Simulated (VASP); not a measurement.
Wanted: the native input for a VASP 6.6.1 run.

```yaml
Task: single point
Functional: PBE
Potentials_or_basis: VASP PAW PBE potentials, release 64 (Te, Se, Cr_pv)
Cutoff: 520 eV
k_mesh: 8 × 8 × 4
Occupations: fermi-dirac, width 0.05 eV
Spin: collinear spin, ferromagnetic start
Starting_moments: "[0.0, 0.0, 3.0, 3.0] μB"
Further_INCAR_settings: ALGO = Normal; EDIFF = 1e-07; NBANDS = 30
```

The structure of Cr2TeSe lies in POSCAR:

```
Cr2TeSe
1.0
    3.9613896758      0.0000000000      0.0000000000
   -1.9806948379      3.4306640936      0.0000000000
    0.0000000000      0.0000000000      6.3377750000
Te Se Cr
1 1 2
Direct
    0.0000000000      0.0000000000      0.5000000000
    0.3333333333      0.6666666667      0.0000000000
    0.6666666667      0.3333333333      0.7622540000
    0.6666666667      0.3333333333      0.2377460000
```

The cell comes from a database or a generator and needn't be the stable form of this composition.

These files were run (other wordings do the same):

INCAR

```
  PREC = Accurate
  ENCUT = 520
  EDIFF = 1E-7
  ISMEAR = -1
  SIGMA = 0.05
  LREAL = F
  LASPH = T
  NELM = 120
  ALGO = Normal
  ISIF = 2
  LWAVE = F
  LCHARG = F
  ISPIN = 2
  MAGMOM = 0 0 3 3
  LORBIT = 11
  LMAXMIX = 4
  GGA = PE
  NBANDS = 30
```

KPOINTS

```
regular mesh
0
Gamma
  8 8 4
```

Potentials or basis: VASP PAW PBE potentials, release 64 (Te, Se, Cr_pv).

Command:

```console
$ cat potpaw_PBE.64/Te/POTCAR potpaw_PBE.64/Se/POTCAR potpaw_PBE.64/Cr_pv/POTCAR > POTCAR
$ mpirun -np 1 vasp_std > vasp.out
```

Results of the run:

```yaml
Pressure: -0.8 GPa
Largest_force: 0.003 eV/Å
Band_gap_on_the_k_mesh: none (metal or under the smearing width)
Net_moment: 7.86 μB per cell
Site_moments: Te -0.13; Se -0.08; Cr +3.67 μB
Valence_electrons_inside_the_program's_atomic_spheres: Te 3.45; Se 3.84; Cr 10.52
```

Caveat: only a ferromagnetic start was run, and an antiferromagnetic order may lie lower in energy.

Wall time 2.3 min on 1 thread of Intel(R) Xeon(R) 6975P-C (Granite Rapids), with other jobs on the host, peak memory 0.3 GiB.
